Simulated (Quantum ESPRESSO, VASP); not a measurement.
Code comparison for CeO2 (Fm-3m, 3 atoms in the cell)

Self-consistent single point, at a second geometry (lattice scaled by 0.98). First geometry:

```
CELL_PARAMETERS angstrom
      0.00000     2.71284     2.71284
      2.71284     0.00000     2.71284
      2.71284     2.71284     0.00000
ATOMIC_POSITIONS crystal
  Ce 0.00000 0.00000 0.00000
  O  0.25000 0.25000 0.25000
  O  0.75000 0.75000 0.75000
```

Shared settings, as Quantum ESPRESSO writes them: occupations = smearing; smearing = fd; degauss = 0.0036749 Ry; K_POINTS = automatic 9 9 9 0 0 0. Potentials and cutoffs stand in the table.

```tsv
code	model	ΔF from the first geometry (meV/atom)	pressure (GPa)	gap on the mesh (eV)	cutoff
Quantum ESPRESSO	PBE, SSSP 1.1.2 efficiency (PBE) pseudopotentials	53.5	17.78	2.171	55 Ry
VASP	PBE, VASP's PBE PAW potentials (set 64)	50.8	11.71	2.174	400 eV
```

For VASP (by 5.3 GPa) the energy change implies a higher mean pressure, against the two pressures, than for the other programs: a sign of finite-basis (Pulay) stress.

Gaps are read on the mesh.

On Quantum ESPRESSO's run: spin-orbit coupling is off. The f electrons are in the valence without U or exact exchange, which can misplace them near the Fermi level. Spin-orbit terms, which matter for f shells, are left out.

The spread over the programs that give each value: ΔF from the first geometry within 2.7 meV/atom; pressure within 6.07 GPa; gap on the mesh within 0.003 eV.

VASP's run is marked for a possible Pulay error in its stress at this cutoff; no cutoff test was made.

The starting cell has typed, rounded lattice constants, without a prior relaxation at this level. Its lattice was rescaled by a random factor within 2.5 % of one. For this run, on top of that: lattice scaled by 0.98.

Left out of this page: Ansatz (with a known weakness of the program); Elk (failed or unconverged); FLEUR (not drawn, or without a comparable value).
